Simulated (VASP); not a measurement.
```xyz
2
Lattice="0.0000 2.7794 2.7794 2.7794 0.0000 2.7794 2.7794 2.7794 0.0000" Properties=species:S:1:pos:R:3 pbc="T T T"
Li     5.5588     5.5588     5.5588
Br     2.7794     2.7794     2.7794
```

Computed with HSE06 screened hybrid, VASP's PBE PAW potentials (set 64) (plane waves; VASP 6.6.1). Run with 520 eV cut-off, 6×6×6 Γ-centred mesh, Gaussian smearing of 0.050 eV, potentials Li_sv Br.

What does the run give for the energy per atom (σ→0), pressure, band gap (on the k-mesh) with the smallest direct gap where there is one?

The band gap (on the k-mesh) is 6.04 eV and the smallest direct gap (on the k-mesh) is 6.04 eV. The energy per atom (σ→0) comes out as -3.806 eV/atom. The pressure is -1.18 GPa.

Total energies compare only between runs with the same potentials, cut-off and functional.

The compound is LiBr in the rock salt structure. This cell is one point of a volume scan, at 1.03 of the reference volume. The cell's shape comes from a PBE relaxation.
